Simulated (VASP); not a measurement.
**Gap of AlN, level by level**

How does the gap of AlN depend on the functional? The levels: LDA, PBE, r2SCAN, TB-mBJ, TPSS, LAK, HSE06, PBE-EpsX, HSEsol, HSE03 and r2SCANh. LASPH is on for some levels and off for others; the table marks which. The start is a cell from a database of measured crystal structures.

Main program and level: VASP 6.6.1; LDA; plane waves and PAW (Al, N), in the first sound run; inputs show where later runs differ.

Most raw output is cut from this account.

### 1. The starting structure

Symmetry: P6_3mc, No. 186, hexagonal system. Conventional cell: a = 3.110 Å, b = 3.110 Å, c = 4.980 Å, α = 90.00°, β = 90.00°, γ = 120.00°. Nearest to Al lie 4 N at 1.89 to 1.90 Å. Nearest to N lie 4 Al at 1.89 to 1.90 Å. Farther neighbours and most contacts between anions are not listed.

### 2. Bands with LDA

Levels along the symmetry lines show where the bands peak and cross; KPOINTS_OPT computes them in the converged potential. LDA, the lowest rung, knows the local density alone.

INCAR

```
SYSTEM = AlN
PREC = Accurate
ENCUT = 520
EDIFF = 1E-06
NELM = 100
ISMEAR = 0
SIGMA = 0.02
LREAL = .FALSE.
ALGO = Normal
GGA = CA
NBANDS = 22
LORBIT = 11
LWAVE = .FALSE.
LCHARG = .FALSE.
KPAR = 8
```

POSCAR

```
AlN
1.0
    3.1100000000      0.0000000000      0.0000000000
   -1.5550000000      2.6933390058      0.0000000000
    0.0000000000      0.0000000000      4.9800000000
Al N
2 2
Direct
    0.6666666667      0.3333333333      0.0000000000
    0.3333333333      0.6666666667      0.5000000000
    0.6666666667      0.3333333333      0.3820000000
    0.3333333333      0.6666666667      0.8820000000
```

KPOINTS

```
Automatic mesh
0
Gamma
5 5 3
0 0 0
```

KPOINTS_OPT

```
Line mode
16
Line-mode
Reciprocal
  0.00000000   0.00000000   0.00000000 GAMMA
  0.50000000   0.00000000   0.00000000 M

  0.50000000   0.00000000   0.00000000 M
  0.33333333   0.33333333   0.00000000 K

  0.33333333   0.33333333   0.00000000 K
  0.00000000   0.00000000   0.00000000 GAMMA

  0.00000000   0.00000000   0.00000000 GAMMA
  0.00000000   0.00000000   0.50000000 A

  0.00000000   0.00000000   0.50000000 A
  0.50000000   0.00000000   0.50000000 L

  0.50000000   0.00000000   0.50000000 L
  0.33333333   0.33333333   0.50000000 H

  0.33333333   0.33333333   0.50000000 H
  0.00000000   0.00000000   0.50000000 A

  0.50000000   0.00000000   0.50000000 L
  0.50000000   0.00000000   0.00000000 M

  0.33333333   0.33333333   0.00000000 K
  0.33333333   0.33333333   0.50000000 H
```

PAW data sets: Al and N (PBE family, release 64).

The run is started by

```
> mpirun -np 8 vasp_std
```

Wall time 19 s (8 MPI ranks of AMD EPYC 7R43, shared host); peak memory 1.1 GiB; 2.4 min of CPU time.

The PAW data sets were made with PBE, though LDA sets exist; this is a small mismatch. At this level the cell is under a tension of 3.1 GPa, so at these settings it is away from equilibrium.

This step gave:

```
SCF cycles                        : 13
electrons                         : 16
bands                             : 22
irreducible k-points              : 10
symmetry operations               : 12
free energy (TOTEN)               : -32.79 eV
Fermi energy                      : 6.008 eV
pressure                          : -3.139 GPa
metallic                          : no
least gap on mesh and path        : 4.232 eV
least direct gap on mesh and path : 4.232 eV
valence top at k                  : 0, 0, 0
conduction bottom at k            : 0, 0, 0
least direct gap at k             : 0, 0, 0
```

Electronic bands along the path, in eV, zero at the valence-band top; v1 is the highest filled band, c1 the lowest empty one:

```csv
point,v4,v3,v2,v1,c1,c2,c3,c4
Γ,-0.88,-0.22,-0.22,0.00,4.23,6.56,10.48,10.97
0.53 of the way,-2.66,-1.66,-0.52,-0.45,6.19,7.32,7.86,10.00
M,-3.39,-2.12,-1.81,-0.71,5.66,5.68,8.09,10.14
0.47 of the way,-3.16,-2.96,-1.89,-1.47,5.42,6.86,8.68,9.95
K,-3.83,-2.49,-2.42,-2.42,4.89,8.22,9.54,9.54
0.53 of the way,-3.17,-1.59,-0.82,-0.51,6.59,7.60,8.48,8.84
Γ,-0.88,-0.22,-0.22,0.00,4.23,6.56,10.48,10.97
0.47 of the way,-0.80,-0.80,-0.31,-0.31,5.07,6.68,10.17,10.94
A,-0.56,-0.56,-0.56,-0.56,6.42,6.42,10.15,10.15
0.53 of the way,-1.64,-1.64,-1.11,-1.11,6.30,6.30,9.40,9.40
L,-1.49,-1.49,-1.38,-1.38,5.19,5.19,9.09,9.09
0.53 of the way,-2.90,-2.90,-0.93,-0.93,6.13,6.13,8.97,8.97
H,-3.92,-3.92,-0.81,-0.81,7.29,7.29,7.70,7.70
0.53 of the way,-1.76,-1.76,-1.23,-1.23,6.68,6.68,9.29,9.29
A,-0.56,-0.56,-0.56,-0.56,6.42,6.42,10.15,10.15
jump to L,-1.49,-1.49,-1.38,-1.38,5.19,5.19,9.09,9.09
0.53 of the way,-2.68,-1.97,-1.26,-0.93,4.99,5.76,9.23,9.26
M,-3.39,-2.12,-1.81,-0.71,5.66,5.68,8.09,10.14
jump to K,-3.83,-2.49,-2.42,-2.42,4.89,8.22,9.54,9.54
0.47 of the way,-4.44,-2.94,-1.58,-1.58,5.65,8.10,8.62,8.62
H,-3.92,-3.92,-0.81,-0.81,7.29,7.29,7.70,7.70
```

Of the projections kept (Al, N), the largest for each band there; the rest of the weight can lie on other orbitals:

```csv
point,v4,v3,v2,v1,c1,c2,c3,c4
Γ,N 0.90,N 0.97,N 0.97,N 0.97,N 0.76,Al 0.64,N 0.93,Al 0.98
M,N 0.73,N 0.80,N 0.81,N 0.90,Al 0.77,N 0.71,N 0.55,N 0.92
K,N 0.66,N 0.84,N 0.78,N 0.78,Al 0.92,N 0.99,N 0.85,N 0.85
Γ,N 0.90,N 0.97,N 0.97,N 0.97,N 0.76,Al 0.64,N 0.93,Al 0.98
A,N 0.93,N 0.93,N 0.93,N 0.93,N 0.71,N 0.71,Al 0.57,Al 0.57
L,N 0.84,N 0.84,N 0.87,N 0.87,Al 0.55,Al 0.55,Al 0.85,Al 0.85
```

The gap is 4.23 eV, direct at Γ.

### 3. Bands with PBE

This step: PBE; plane waves and PAW (Al, N) (VASP 6.6.1).

PBE, the usual starting point, adds the gradient of the density.

Edit INCAR of step 2 so:

```diff
@@ -9,3 +9,3 @@
 ALGO = Normal
-GGA = CA
+GGA = PE
 NBANDS = 22
```

POSCAR is that of step 2.

KPOINTS is that of step 2.

KPOINTS_OPT is that of step 2.

The run is started by

```
> mpirun -np 8 vasp_std
```

The job ended after 27 s (8 MPI ranks; peak memory 1.1 GiB).

At this level the cell is under a pressure of 3.9 GPa, so at these settings it is away from equilibrium.

This step gave:

* free energy (TOTEN): -29.76 eV
* Fermi energy: 6.371 eV
* pressure: 3.858 GPa
* least gap on mesh and path: 4.213 eV
* least direct gap on mesh and path: 4.213 eV

Electronic bands along the path, in eV, zero at the valence-band top; v1 is the highest filled band, c1 the lowest empty one:

```csv
point,v4,v3,v2,v1,c1,c2,c3,c4
Γ,-0.87,-0.22,-0.22,0.00,4.21,6.66,10.62,11.15
0.53 of the way,-2.66,-1.64,-0.51,-0.45,6.26,7.44,7.99,10.16
M,-3.35,-2.10,-1.78,-0.70,5.80,5.81,8.19,10.28
0.47 of the way,-3.13,-2.92,-1.86,-1.45,5.56,7.00,8.78,10.09
K,-3.80,-2.47,-2.39,-2.39,5.05,8.35,9.67,9.67
0.53 of the way,-3.17,-1.58,-0.81,-0.51,6.64,7.74,8.61,8.98
Γ,-0.87,-0.22,-0.22,0.00,4.21,6.66,10.62,11.15
0.47 of the way,-0.79,-0.79,-0.31,-0.31,5.08,6.78,10.31,11.12
A,-0.56,-0.56,-0.56,-0.56,6.47,6.47,10.33,10.33
0.53 of the way,-1.62,-1.62,-1.10,-1.10,6.41,6.41,9.55,9.55
L,-1.48,-1.48,-1.37,-1.37,5.31,5.31,9.25,9.25
0.53 of the way,-2.87,-2.87,-0.92,-0.92,6.25,6.25,9.12,9.12
H,-3.87,-3.87,-0.80,-0.80,7.42,7.42,7.82,7.82
0.53 of the way,-1.74,-1.74,-1.21,-1.21,6.78,6.78,9.43,9.43
A,-0.56,-0.56,-0.56,-0.56,6.47,6.47,10.33,10.33
jump to L,-1.48,-1.48,-1.37,-1.37,5.31,5.31,9.25,9.25
0.53 of the way,-2.66,-1.95,-1.25,-0.92,5.11,5.90,9.36,9.40
M,-3.35,-2.10,-1.78,-0.70,5.80,5.81,8.19,10.28
jump to K,-3.80,-2.47,-2.39,-2.39,5.05,8.35,9.67,9.67
0.47 of the way,-4.40,-2.90,-1.56,-1.56,5.79,8.23,8.74,8.74
H,-3.87,-3.87,-0.80,-0.80,7.42,7.42,7.82,7.82
```

Of the projections kept (Al, N), the largest for each band there; the rest of the weight can lie on other orbitals:

```csv
point,v4,v3,v2,v1,c1,c2,c3,c4
Γ,N 0.90,N 0.97,N 0.97,N 0.97,N 0.75,Al 0.65,N 0.93,Al 0.98
M,N 0.73,N 0.80,N 0.82,N 0.90,N 0.70,Al 0.77,N 0.53,N 0.91
K,N 0.66,N 0.84,N 0.78,N 0.78,Al 0.92,N 0.99,N 0.85,N 0.85
Γ,N 0.90,N 0.97,N 0.97,N 0.97,N 0.75,Al 0.65,N 0.93,Al 0.98
A,N 0.93,N 0.93,N 0.93,N 0.93,N 0.71,N 0.71,Al 0.58,Al 0.58
L,N 0.84,N 0.84,N 0.87,N 0.87,Al 0.56,Al 0.56,Al 0.86,Al 0.86
```

The gap is 4.21 eV, direct at Γ. Against LDA that is -0.02 eV; this run took 1.4 times the core time.

### 4. Bands with r2SCAN

This step: r2SCAN; plane waves and PAW (Al, N) (VASP 6.6.1).

r2SCAN adds the kinetic-energy density, costs more than a GGA and is run with LASPH.

Edit INCAR of step 3 so:

```diff
@@ -9,3 +9,4 @@
 ALGO = Normal
-GGA = PE
+METAGGA = R2SCAN
+LASPH = .TRUE.
 NBANDS = 22
```

POSCAR is that of step 3.

KPOINTS is that of step 3.

KPOINTS_OPT is that of step 3.

The run is started by

```
> mpirun -np 8 vasp_std
```

It took 68 s on 8 MPI ranks; peak memory 1.2 GiB; 8.9 min of CPU time.

The PAW data sets were made with PBE, which is usual practice but a small mismatch for other functionals.

The electronic bands at the labelled points (eV, zero at the valence-band top; v1 is the highest filled band, c1 the lowest empty one):

```csv
point,v4,v3,v2,v1,c1,c2,c3,c4
Γ,-0.90,-0.24,-0.24,0.00,4.89,7.50,11.59,12.01
0.53 of the way,-2.68,-1.68,-0.52,-0.47,6.99,8.19,8.79,11.12
M,-3.39,-2.15,-1.77,-0.72,6.44,6.54,9.02,11.23
0.47 of the way,-3.16,-2.95,-1.86,-1.48,6.19,7.74,9.63,11.02
K,-3.80,-2.52,-2.41,-2.41,5.68,9.13,10.54,10.54
0.53 of the way,-3.21,-1.59,-0.83,-0.51,7.38,8.47,9.41,9.87
Γ,-0.90,-0.24,-0.24,0.00,4.89,7.50,11.59,12.01
0.47 of the way,-0.82,-0.82,-0.33,-0.33,5.76,7.60,11.27,11.96
A,-0.58,-0.58,-0.58,-0.58,7.23,7.23,11.29,11.29
0.53 of the way,-1.64,-1.64,-1.13,-1.13,7.12,7.12,10.45,10.45
L,-1.51,-1.51,-1.39,-1.39,5.98,5.98,10.12,10.12
0.53 of the way,-2.90,-2.90,-0.94,-0.94,6.94,6.94,9.96,9.96
H,-3.92,-3.92,-0.81,-0.81,8.14,8.14,8.62,8.62
0.53 of the way,-1.77,-1.77,-1.22,-1.22,7.50,7.50,10.32,10.32
A,-0.58,-0.58,-0.58,-0.58,7.23,7.23,11.29,11.29
jump to L,-1.51,-1.51,-1.39,-1.39,5.98,5.98,10.12,10.12
0.53 of the way,-2.69,-2.00,-1.26,-0.94,5.76,6.61,10.22,10.29
M,-3.39,-2.15,-1.77,-0.72,6.44,6.54,9.02,11.23
jump to K,-3.80,-2.52,-2.41,-2.41,5.68,9.13,10.54,10.54
0.47 of the way,-4.42,-2.95,-1.57,-1.57,6.44,9.00,9.57,9.57
H,-3.92,-3.92,-0.81,-0.81,8.14,8.14,8.62,8.62
```

Of the projections kept (Al, N), the largest for each band there; the rest of the weight can lie on other orbitals:

```csv
point,v4,v3,v2,v1,c1,c2,c3,c4
Γ,N 0.89,N 0.97,N 0.97,N 0.97,N 0.73,Al 0.67,N 0.92,Al 0.98
M,N 0.74,N 0.80,N 0.82,N 0.90,N 0.67,Al 0.78,N 0.51,N 0.91
K,N 0.67,N 0.84,N 0.78,N 0.78,Al 0.93,N 0.99,N 0.84,N 0.84
Γ,N 0.89,N 0.97,N 0.97,N 0.97,N 0.73,Al 0.67,N 0.92,Al 0.98
A,N 0.93,N 0.93,N 0.93,N 0.93,N 0.69,N 0.69,Al 0.60,Al 0.60
L,N 0.84,N 0.84,N 0.87,N 0.87,Al 0.58,Al 0.58,Al 0.87,Al 0.87
```

The gap is 4.89 eV, direct at Γ. Against LDA that is +0.66 eV; this run took 3.6 times the core time.

### 5. Bands with TB-mBJ

This step: TB-mBJ; plane waves and PAW (Al, N) (VASP 6.6.1).

TB-mBJ is a local potential fitted to gaps: it costs far less than a hybrid but gives no energy.

Edit INCAR of step 4 so:

```diff
@@ -4,3 +4,3 @@
 EDIFF = 1E-06
-NELM = 100
+NELM = 150
 ISMEAR = 0
@@ -9,3 +9,3 @@
 ALGO = Normal
-METAGGA = R2SCAN
+METAGGA = MBJ
 LASPH = .TRUE.
```

POSCAR is that of step 4.

KPOINTS is that of step 4.

KPOINTS_OPT is that of step 4.

The run is started by

```
> mpirun -np 8 vasp_std
```

Wall time 42 s (8 MPI ranks); peak memory 1.3 GiB; 5.5 min of CPU time.

This functional is a potential without an energy, so its energies, forces and stress mean nothing and are not read.

Electronic bands along the path, in eV, zero at the valence-band top; v1 is the highest filled band, c1 the lowest empty one:

```csv
point,v4,v3,v2,v1,c1,c2,c3,c4
Γ,-0.89,-0.23,-0.23,0.00,5.37,7.92,12.25,12.46
0.53 of the way,-2.51,-1.61,-0.50,-0.47,7.48,8.85,9.41,11.54
M,-3.17,-2.05,-1.61,-0.72,7.25,7.28,9.38,11.79
0.47 of the way,-2.96,-2.76,-1.72,-1.41,7.09,8.41,10.00,11.56
K,-3.58,-2.35,-2.26,-2.26,6.65,9.83,11.05,11.05
0.53 of the way,-2.96,-1.53,-0.79,-0.50,7.82,9.26,10.02,10.30
Γ,-0.89,-0.23,-0.23,0.00,5.37,7.92,12.25,12.46
0.47 of the way,-0.80,-0.80,-0.32,-0.32,6.19,8.00,11.88,12.40
A,-0.57,-0.57,-0.57,-0.57,7.63,7.63,11.77,11.77
0.53 of the way,-1.53,-1.53,-1.08,-1.08,7.75,7.75,10.90,10.90
L,-1.45,-1.45,-1.32,-1.32,6.72,6.72,10.56,10.56
0.53 of the way,-2.68,-2.68,-0.92,-0.92,7.65,7.65,10.52,10.52
H,-3.58,-3.58,-0.81,-0.81,8.93,8.93,9.13,9.13
0.53 of the way,-1.66,-1.66,-1.16,-1.16,8.11,8.11,10.81,10.81
A,-0.57,-0.57,-0.57,-0.57,7.63,7.63,11.77,11.77
jump to L,-1.45,-1.45,-1.32,-1.32,6.72,6.72,10.56,10.56
0.53 of the way,-2.51,-1.91,-1.18,-0.92,6.55,7.33,10.63,10.75
M,-3.17,-2.05,-1.61,-0.72,7.25,7.28,9.38,11.79
jump to K,-3.58,-2.35,-2.26,-2.26,6.65,9.83,11.05,11.05
0.47 of the way,-4.14,-2.72,-1.50,-1.50,7.34,9.72,10.06,10.06
H,-3.58,-3.58,-0.81,-0.81,8.93,8.93,9.13,9.13
```

Of the projections kept (Al, N), the largest for each band there; the rest of the weight can lie on other orbitals:

```csv
point,v4,v3,v2,v1,c1,c2,c3,c4
Γ,N 0.90,N 0.97,N 0.97,N 0.97,N 0.77,Al 0.61,N 0.92,Al 0.99
M,N 0.78,N 0.82,N 0.85,N 0.91,Al 0.76,N 0.65,N 0.56,N 0.91
K,N 0.73,N 0.86,N 0.82,N 0.82,Al 0.93,N 0.99,N 0.84,N 0.84
Γ,N 0.90,N 0.97,N 0.97,N 0.97,N 0.77,Al 0.61,N 0.92,Al 0.99
A,N 0.93,N 0.93,N 0.93,N 0.93,N 0.72,N 0.72,Al 0.56,Al 0.56
L,N 0.86,N 0.86,N 0.88,N 0.88,Al 0.55,Al 0.55,Al 0.87,Al 0.87
```

The gap is 5.37 eV, direct at Γ. Against LDA that is +1.14 eV; this run took 2.2 times the core time.

### 6. Bands with TPSS

This step: TPSS; plane waves and PAW (Al, N) (VASP 6.6.1).

TPSS is an older meta-GGA.

Edit INCAR of step 5 so:

```diff
@@ -4,3 +4,3 @@
 EDIFF = 1E-06
-NELM = 150
+NELM = 100
 ISMEAR = 0
@@ -9,3 +9,3 @@
 ALGO = Normal
-METAGGA = MBJ
+METAGGA = TPSS
 LASPH = .TRUE.
```

POSCAR is that of step 5.

KPOINTS is that of step 5.

KPOINTS_OPT is that of step 5.

The run is started by

```
> mpirun -np 8 vasp_std
```

Elapsed: 72 s, on 8 MPI ranks; peak memory 1.1 GiB; 9.4 min of CPU time.

The electronic bands at the labelled points (eV, zero at the valence-band top; v1 is the highest filled band, c1 the lowest empty one):

```csv
point,v4,v3,v2,v1,c1,c2,c3,c4
Γ,-0.88,-0.23,-0.23,0.00,4.22,6.89,10.73,11.47
0.53 of the way,-2.69,-1.65,-0.51,-0.45,6.33,7.56,8.12,10.41
M,-3.37,-2.11,-1.80,-0.70,5.82,5.89,8.39,10.45
0.47 of the way,-3.15,-2.94,-1.87,-1.46,5.54,7.07,8.99,10.27
K,-3.80,-2.50,-2.40,-2.40,5.01,8.38,9.86,9.86
0.53 of the way,-3.23,-1.58,-0.82,-0.51,6.71,7.77,8.78,9.24
Γ,-0.88,-0.23,-0.23,0.00,4.22,6.89,10.73,11.47
0.47 of the way,-0.80,-0.80,-0.32,-0.32,5.11,6.98,10.45,11.43
A,-0.56,-0.56,-0.56,-0.56,6.58,6.58,10.55,10.55
0.53 of the way,-1.63,-1.63,-1.10,-1.10,6.46,6.46,9.78,9.78
L,-1.48,-1.48,-1.38,-1.38,5.34,5.34,9.49,9.49
0.53 of the way,-2.90,-2.90,-0.92,-0.92,6.30,6.30,9.29,9.29
H,-3.94,-3.94,-0.79,-0.79,7.42,7.42,8.02,8.02
0.53 of the way,-1.76,-1.76,-1.21,-1.21,6.83,6.83,9.66,9.66
A,-0.56,-0.56,-0.56,-0.56,6.58,6.58,10.55,10.55
jump to L,-1.48,-1.48,-1.38,-1.38,5.34,5.34,9.49,9.49
0.53 of the way,-2.68,-1.96,-1.25,-0.92,5.13,5.96,9.57,9.62
M,-3.37,-2.11,-1.80,-0.70,5.82,5.89,8.39,10.45
jump to K,-3.80,-2.50,-2.40,-2.40,5.01,8.38,9.86,9.86
0.47 of the way,-4.41,-2.95,-1.56,-1.56,5.77,8.25,8.95,8.95
H,-3.94,-3.94,-0.79,-0.79,7.42,7.42,8.02,8.02
```

Of the projections kept (Al, N), the largest for each band there; the rest of the weight can lie on other orbitals:

```csv
point,v4,v3,v2,v1,c1,c2,c3,c4
Γ,N 0.90,N 0.97,N 0.97,N 0.97,N 0.74,Al 0.67,N 0.93,Al 0.98
M,N 0.73,N 0.80,N 0.81,N 0.90,N 0.71,Al 0.76,N 0.51,N 0.92
K,N 0.66,N 0.84,N 0.78,N 0.78,Al 0.93,N 0.99,N 0.85,N 0.85
Γ,N 0.90,N 0.97,N 0.97,N 0.97,N 0.74,Al 0.67,N 0.93,Al 0.98
A,N 0.93,N 0.93,N 0.93,N 0.93,N 0.71,N 0.71,Al 0.60,Al 0.60
L,N 0.84,N 0.84,N 0.87,N 0.87,Al 0.56,Al 0.56,Al 0.84,Al 0.84
```

The gap is 4.22 eV, direct at Γ. Against LDA that is -0.01 eV; this run took 3.8 times the core time.

### 7. Bands with LAK

This step: LAK; plane waves and PAW (Al, N) (VASP 6.6.1).

LAK is a meta-GGA built to open gaps without exact exchange.

Edit INCAR of step 6 so:

```diff
@@ -9,3 +9,3 @@
 ALGO = Normal
-METAGGA = TPSS
+METAGGA = LAK
 LASPH = .TRUE.
```

POSCAR is that of step 6.

KPOINTS is that of step 6.

KPOINTS_OPT is that of step 6.

The run is started by

```
> mpirun -np 8 vasp_std
```

Elapsed: 80 s, on 8 MPI ranks; peak memory 1.1 GiB; 11 min of CPU time.

The electronic bands at the labelled points (eV, zero at the valence-band top; v1 is the highest filled band, c1 the lowest empty one):

```csv
point,v4,v3,v2,v1,c1,c2,c3,c4
Γ,-0.90,-0.24,-0.24,0.00,5.38,7.93,12.17,12.40
0.53 of the way,-2.65,-1.66,-0.51,-0.47,7.46,8.64,9.24,11.57
M,-3.33,-2.12,-1.71,-0.72,6.89,6.99,9.48,11.73
0.47 of the way,-3.11,-2.90,-1.81,-1.46,6.67,8.19,10.08,11.50
K,-3.77,-2.47,-2.37,-2.37,6.19,9.62,10.99,10.99
0.53 of the way,-3.14,-1.58,-0.82,-0.51,7.86,8.94,9.84,10.29
Γ,-0.90,-0.24,-0.24,0.00,5.38,7.93,12.17,12.40
0.47 of the way,-0.82,-0.82,-0.33,-0.33,6.23,8.04,11.81,12.35
A,-0.58,-0.58,-0.58,-0.58,7.70,7.70,11.75,11.75
0.53 of the way,-1.61,-1.61,-1.12,-1.12,7.59,7.59,10.89,10.89
L,-1.49,-1.49,-1.37,-1.37,6.45,6.45,10.52,10.52
0.53 of the way,-2.83,-2.83,-0.93,-0.93,7.40,7.40,10.41,10.41
H,-3.81,-3.81,-0.81,-0.81,8.62,8.62,9.04,9.04
0.53 of the way,-1.74,-1.74,-1.20,-1.20,7.98,7.98,10.76,10.76
A,-0.58,-0.58,-0.58,-0.58,7.70,7.70,11.75,11.75
jump to L,-1.49,-1.49,-1.37,-1.37,6.45,6.45,10.52,10.52
0.53 of the way,-2.64,-1.97,-1.23,-0.94,6.23,7.07,10.67,10.72
M,-3.33,-2.12,-1.71,-0.72,6.89,6.99,9.48,11.73
jump to K,-3.77,-2.47,-2.37,-2.37,6.19,9.62,10.99,10.99
0.47 of the way,-4.37,-2.88,-1.55,-1.55,6.93,9.49,10.00,10.00
H,-3.81,-3.81,-0.81,-0.81,8.62,8.62,9.04,9.04
```

Of the projections kept (Al, N), the largest for each band there; the rest of the weight can lie on other orbitals:

```csv
point,v4,v3,v2,v1,c1,c2,c3,c4
Γ,N 0.89,N 0.97,N 0.97,N 0.97,N 0.71,Al 0.69,N 0.91,Al 0.98
M,N 0.74,N 0.80,N 0.82,N 0.90,N 0.64,Al 0.80,Al 0.52,N 0.91
K,N 0.66,N 0.84,N 0.78,N 0.78,Al 0.93,N 0.99,N 0.83,N 0.83
Γ,N 0.89,N 0.97,N 0.97,N 0.97,N 0.71,Al 0.69,N 0.91,Al 0.98
A,N 0.93,N 0.93,N 0.93,N 0.93,N 0.67,N 0.67,Al 0.61,Al 0.61
L,N 0.84,N 0.84,N 0.87,N 0.87,Al 0.60,Al 0.60,Al 0.89,Al 0.89
```

The gap is 5.38 eV, direct at Γ. Against LDA that is +1.15 eV; this run took 4.3 times the core time.

[end of part 1 of 2]

[Lines on the potential files, build, host, timing and source positions are cut from VASP's logs without a mark.]

[Logs are printed without paths, hosts, clocks, repeated set-up lines and the standing remarks that a program may print on its own settings, such as how far it seeks lower states.]

[Hosts, paths, dates, database ids (printed as entryN), source tags and the programs' standing remarks are cut or masked in the printed files.]

[A measured line is paired with the nearest computed mode of its activity, which favours agreement.]
